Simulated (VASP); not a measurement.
OSZICAR of a VASP run on Ga₃₃As₃₁:

OSZICAR:
```
...
DAV:   1     0.156437090390E+04    0.15644E+04   -0.92767E+04   644   0.112E+03
DAV:   2    -0.547967524400E+02   -0.16192E+04   -0.15427E+04   830   0.202E+02
DAV:   3    -0.247968360086E+03   -0.19317E+03   -0.18850E+03   768   0.723E+01
DAV:   4    -0.254384621036E+03   -0.64163E+01   -0.63578E+01   744   0.138E+01
DAV:   5    -0.254546376362E+03   -0.16176E+00   -0.16120E+00   808   0.211E+00    0.212E+01
RMM:   6    -0.248418338245E+03    0.61280E+01   -0.88119E+00   644   0.408E+00    0.126E+01
RMM:   7    -0.247535771680E+03    0.88257E+00   -0.10914E+01   647   0.452E+00    0.402E+00
RMM:   8    -0.247600080130E+03   -0.64308E-01   -0.99201E-01   651   0.194E+00    0.220E+00
RMM:   9    -0.247540467360E+03    0.59613E-01   -0.23573E-01   644   0.873E-01    0.621E-01
RMM:  10    -0.247551135394E+03   -0.10668E-01   -0.91918E-02   646   0.476E-01    0.289E-01
RMM:  11    -0.247555050464E+03   -0.39151E-02   -0.14058E-02   652   0.212E-01    0.214E-01
RMM:  12    -0.247555496494E+03   -0.44603E-03   -0.37217E-03   648   0.100E-01    0.129E-01
RMM:  13    -0.247556789010E+03   -0.12925E-02   -0.24088E-03   656   0.719E-02    0.961E-02
RMM:  14    -0.247556905258E+03   -0.11625E-03   -0.69357E-04   648   0.398E-02    0.403E-02
RMM:  15    -0.247557093893E+03   -0.18864E-03   -0.31268E-04   654   0.305E-02    0.315E-02
RMM:  16    -0.247557092147E+03    0.17454E-05   -0.63015E-05   506   0.116E-02
   1 F= -.24755709E+03 E0= -.24754600E+03  d E =-.247557E+03  mag=     1.0000
       N       E                     dE             d eps       ncg     rms          rms(c)
DAV:   1    -0.247668247875E+03   -0.11115E+00   -0.27240E+00   712   0.296E+00    0.652E-01
RMM:   2    -0.247683025287E+03   -0.14777E-01   -0.19108E-01   644   0.751E-01    0.217E-01
RMM:   3    -0.247684829977E+03   -0.18047E-02   -0.27288E-02   663   0.287E-01    0.122E-01
RMM:   4    -0.247685050946E+03   -0.22097E-03   -0.48554E-03   664   0.116E-01    0.700E-02
RMM:   5    -0.247685141212E+03   -0.90266E-04   -0.11728E-03   674   0.562E-02    0.461E-02
RMM:   6    -0.247685173023E+03   -0.31811E-04   -0.23637E-04   656   0.257E-02    0.317E-02
RMM:   7    -0.247685163733E+03    0.92899E-05   -0.10624E-04   561   0.144E-02    0.173E-02
RMM:   8    -0.247685167457E+03   -0.37232E-05   -0.30824E-05   438   0.804E-03
   2 F= -.24768517E+03 E0= -.24767517E+03  d E =-.128075E+00  mag=     1.0000
       N       E                     dE             d eps       ncg     rms          rms(c)
DAV:   1    -0.247694999471E+03   -0.98357E-02   -0.46716E-01   720   0.122E+00    0.271E-01
RMM:   2    -0.247697499222E+03   -0.24998E-02   -0.32481E-02   644   0.311E-01    0.894E-02
RMM:   3    -0.247697811002E+03   -0.31178E-03   -0.46674E-03   660   0.119E-01    0.480E-02
RMM:   4    -0.247697850033E+03   -0.39031E-04   -0.85369E-04   660   0.483E-02    0.256E-02
RMM:   5    -0.247697867997E+03   -0.17964E-04   -0.19403E-04   643   0.227E-02    0.157E-02
RMM:   6    -0.247697871652E+03   -0.36548E-05   -0.30763E-05   433   0.971E-03
   3 F= -.24769787E+03 E0= -.24768830E+03  d E =-.140780E+00  mag=     1.0000
       N       E                     dE             d eps       ncg     rms          rms(c)
DAV:   1    -0.247697911359E+03   -0.43362E-04   -0.26426E-03   752   0.922E-02    0.210E-02
RMM:   2    -0.247697928321E+03   -0.16962E-04   -0.19802E-04   634   0.243E-02    0.821E-03
RMM:   3    -0.247697930951E+03   -0.26305E-05   -0.30726E-05   435   0.963E-03    0.514E-03
RMM:   4    -0.247697931326E+03   -0.37482E-06   -0.49582E-06   325   0.384E-03
   4 F= -.24769793E+03 E0= -.24768838E+03  d E =-.140839E+00  mag=     1.0000
       N       E                     dE             d eps       ncg     rms          rms(c)
DAV:   1    -0.247712067364E+03   -0.14136E-01   -0.23206E-01   679   0.867E-01    0.216E-01
RMM:   2    -0.247713139176E+03   -0.10718E-02   -0.16293E-02   644   0.227E-01    0.815E-02
RMM:   3    -0.247713214757E+03   -0.75581E-04   -0.25813E-03   650   0.897E-02    0.429E-02
RMM:   4    -0.247713264160E+03   -0.49404E-04   -0.51160E-04   679   0.373E-02    0.301E-02
RMM:   5    -0.247713254489E+03    0.96714E-05   -0.15295E-04   629   0.190E-02    0.224E-02
RMM:   6    -0.247713258929E+03   -0.44401E-05   -0.39532E-05   459   0.989E-03
   5 F= -.24771326E+03 E0= -.24770357E+03  d E =-.153276E-01  mag=     1.0000
       N       E                     dE             d eps       ncg     rms          rms(c)
DAV:   1    -0.247717040522E+03   -0.37860E-02   -0.16188E-01   703   0.724E-01    0.180E-01
RMM:   2    -0.247717813044E+03   -0.77252E-03   -0.11439E-02   644   0.190E-01    0.683E-02
RMM:   3    -0.247717882896E+03   -0.69852E-04   -0.18421E-03   658   0.750E-02    0.356E-02
RMM:   4    -0.247717907864E+03   -0.24969E-04   -0.31964E-04   673   0.303E-02    0.240E-02
RMM:   5    -0.247717904428E+03    0.34366E-05   -0.98434E-05   591   0.156E-02
   6 F= -.24771790E+03 E0= -.24770807E+03  d E =-.199731E-01  mag=     1.0000
       N       E                     dE             d eps       ncg     rms          rms(c)
DAV:   1    -0.247717960074E+03   -0.52210E-04   -0.25071E-03   760   0.899E-02    0.274E-02
RMM:   2    -0.247717968308E+03   -0.82342E-05   -0.19865E-04   644   0.245E-02    0.121E-02
RMM:   3    -0.247717970816E+03   -0.25076E-05   -0.45064E-05   478   0.108E-02    0.790E-03
RMM:   4    -0.247717971202E+03   -0.38632E-06   -0.78377E-06   372   0.459E-03
   7 F= -.24771797E+03 E0= -.24770811E+03  d E =-.200399E-01  mag=     1.0000
       N       E                     dE             d eps       ncg     rms          rms(c)
DAV:   1    -0.247721361009E+03   -0.33902E-02   -0.12419E-01   678   0.646E-01    0.147E-01
RMM:   2    -0.247721995753E+03   -0.63474E-03   -0.83315E-03   644   0.162E-01    0.574E-02
RMM:   3    -0.247722057879E+03   -0.62126E-04   -0.14818E-03   649   0.677E-02    0.302E-02
RMM:   4    -0.247722090031E+03   -0.32152E-04   -0.25666E-04   665   0.288E-02    0.205E-02
RMM:   5    -0.247722085527E+03    0.45042E-05   -0.72067E-05   537   0.141E-02
   8 F= -.24772209E+03 E0= -.24771240E+03  d E =-.411432E-02  mag=     1.0000
       N       E                     dE             d eps       ncg     rms          rms(c)
DAV:   1    -0.247722895326E+03   -0.80529E-03   -0.11926E-01   680   0.633E-01    0.144E-01
RMM:   2    -0.247723501180E+03   -0.60585E-03   -0.80026E-03   644   0.159E-01    0.572E-02
RMM:   3    -0.247723566972E+03   -0.65792E-04   -0.14479E-03   650   0.667E-02    0.302E-02
RMM:   4    -0.247723596827E+03   -0.29855E-04   -0.25441E-04   665   0.283E-02    0.202E-02
RMM:   5    -0.247723593273E+03    0.35544E-05   -0.69399E-05   538   0.140E-02
   9 F= -.24772359E+03 E0= -.24771415E+03  d E =-.562207E-02  mag=     1.0000
       N       E                     dE             d eps       ncg     rms          rms(c)
DAV:   1    -0.247725664643E+03   -0.20678E-02   -0.50550E-02   688   0.409E-01    0.138E-01
RMM:   2    -0.247725834875E+03   -0.17023E-03   -0.37876E-03   644   0.106E-01    0.631E-02
RMM:   3    -0.247725800136E+03    0.34738E-04   -0.10624E-03   649   0.490E-02    0.297E-02
RMM:   4    -0.247725820649E+03   -0.20512E-04   -0.16938E-04   626   0.229E-02    0.163E-02
RMM:   5    -0.247725817245E+03    0.34036E-05   -0.47683E-05   486   0.107E-02
  10 F= -.24772582E+03 E0= -.24771808E+03  d E =-.222397E-02  mag=     1.0000
       N       E                     dE             d eps       ncg     rms          rms(c)
DAV:   1    -0.247726721012E+03   -0.90036E-03   -0.16765E-01   660   0.745E-01    0.213E-01
RMM:   2    -0.247727421538E+03   -0.70053E-03   -0.11203E-02   644   0.186E-01    0.927E-02
RMM:   3    -0.247727382904E+03    0.38634E-04   -0.24392E-03   655   0.814E-02    0.406E-02
RMM:   4    -0.247727429461E+03   -0.46557E-04   -0.41949E-04   671   0.351E-02    0.260E-02
RMM:   5    -0.247727422998E+03    0.64630E-05   -0.10015E-04   572   0.162E-02    0.180E-02
RMM:   6    -0.247727425284E+03   -0.22861E-05   -0.35904E-05   456   0.928E-03
  11 F= -.24772743E+03 E0= -.24772265E+03  d E =-.383201E-02  mag=     1.0000
       N       E                     dE             d eps       ncg     rms          rms(c)
DAV:   1    -0.247728766733E+03   -0.13437E-02   -0.49668E-02   712   0.403E-01    0.111E-01
RMM:   2    -0.247728996536E+03   -0.22980E-03   -0.29567E-03   644   0.950E-02    0.495E-02
RMM:   3    -0.247728982844E+03    0.13692E-04   -0.62151E-04   653   0.410E-02    0.212E-02
RMM:   4    -0.247728996128E+03   -0.13283E-04   -0.12129E-04   588   0.178E-02    0.133E-02
RMM:   5    -0.247728994871E+03    0.12571E-05   -0.23840E-05   417   0.787E-03
  12 F= -.24772899E+03 E0= -.24772573E+03  d E =-.156959E-02  mag=     1.0000
       N       E                     dE             d eps       ncg     rms          rms(c)
DAV:   1    -0.247729214883E+03   -0.21875E-03   -0.42370E-02   660   0.372E-01    0.941E-02
RMM:   2    -0.247729409054E+03   -0.19417E-03   -0.24153E-03   644   0.865E-02    0.403E-02
RMM:   3    -0.247729412008E+03   -0.29548E-05   -0.46059E-04   660   0.364E-02    0.183E-02
RMM:   4    -0.247729420248E+03   -0.82396E-05   -0.91426E-05   541   0.153E-02
  13 F= -.24772942E+03 E0= -.24772728E+03  d E =-.199496E-02  mag=     1.0000
       N       E                     dE             d eps       ncg     rms          rms(c)
DAV:   1    -0.247730353397E+03   -0.94139E-03   -0.26528E-02   680   0.306E-01    0.623E-02
RMM:   2    -0.247730475683E+03   -0.12229E-03   -0.16047E-03   644   0.742E-02    0.243E-02
RMM:   3    -0.247730497348E+03   -0.21665E-04   -0.27783E-04   681   0.305E-02    0.143E-02
RMM:   4    -0.247730498146E+03   -0.79782E-06   -0.34013E-05   452   0.114E-02
  14 F= -.24773050E+03 E0= -.24772838E+03  d E =-.107790E-02  mag=     1.0000
```

Which electronic solver shows in the log?

It is blocked Davidson (ALGO = Normal, or the opening steps of other solvers) and then RMM-DIIS (ALGO = Fast or VeryFast). The INCAR had ALGO = Fast.

How was spin treated?

Collinear spin (ISPIN = 2): the summary line carries one mag value, 1.00 μB in the cell.

Can the final energy be trusted as converged?

The calculation finished and met its thresholds. It stopped with EDIFF = 1E-5, NELM = 100, NSW = 60 and EDIFFG = -0.03 after 14 ionic steps (PBE GGA, plane waves, VASP's PBE PAW potentials (set 64)). The cell is charged, with a uniform compensating background. The supercell is sampled at Γ alone, which is coarse: total energies, pressure and levels can be off, energies of defects by several tenths of an eV.

The cell is a supercell with a defect, built from GaAs (zinc blende): Ga_As, charge -3. The total moment is imposed (NUPDOWN), so this need not be the lowest spin state.
